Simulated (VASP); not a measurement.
Data:

```
CELL_PARAMETERS angstrom
      5.86470     0.00000     0.00000
      0.00000     5.86470     0.00000
      0.00000     0.00000     5.86470
ATOMIC_POSITIONS crystal
  Ga 0.99183 0.99183 0.99183
  Ga 0.50817 0.50817 0.99183
  Ga 0.50817 0.99183 0.50817
  Ga 0.99183 0.50817 0.50817
  Sb 0.25000 0.25000 0.25000
  As 0.75000 0.75000 0.25000
  As 0.75000 0.25000 0.75000
  As 0.25000 0.75000 0.75000
```

Calculation: HSE06 screened hybrid, VASP's PBE PAW potentials (set 64) (plane waves; VASP 6.6.1). Run with 400 eV cut-off, 4×4×4 Γ-centred mesh, Gaussian smearing of 0.050 eV, potentials Ga_d Sb As.

Q: Give the force on each atom (eV/Å).

A: 
```csv
atom,Fx,Fy,Fz
Ga1,0.040,0.040,0.040
Ga2,-0.040,-0.040,0.040
Ga3,-0.040,0.040,-0.040
Ga4,0.040,-0.040,-0.040
Sb5,0.000,0.000,0.000
As6,0.000,0.000,0.000
As7,0.000,0.000,0.000
As8,0.000,0.000,0.000
```

Q: Give the stress tensor in GPa (positive for a compressed cell).

A: 
```
-2.53   0.00   0.00
 0.00  -2.53   0.00
 0.00   0.00  -2.53
```
The pressure is its mean diagonal, -2.53 GPa.

The structure was generated: Ga4As3Sb was put into an ordered model structure (P-43m), which need not be its known phase. It was relaxed first, which changed the volume by +5 %. The cell's shape comes from a PBE relaxation.
